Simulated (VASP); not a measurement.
Consider the following.

```
Pt
1.0
    0.00000     1.95048     1.95048
    1.95048     0.00000     1.95048
    1.95048     1.95048     0.00000
Pt
1
Direct
  0.00000   0.00000   0.00000
```

The numbers are results of revPBE GGA, VASP's PBE PAW potentials (set 64) (plane waves; VASP 6.6.1), not measurements. Numerical set-up: 520 eV cut-off, 16×16×16 Γ-centred mesh, first-order Methfessel-Paxton smearing of 0.10 eV, potentials Pt.

**Question.** Give the stress tensor in GPa (positive for a compressed cell).

**Answer.** 
```
17.41   0.00   0.00
 0.00  17.41   0.00
 0.00   0.00  17.41
```
The pressure is its mean diagonal, 17.41 GPa.

The compound is Pt in the fcc structure. This cell is one point of a volume scan, at 0.94 of the reference volume.
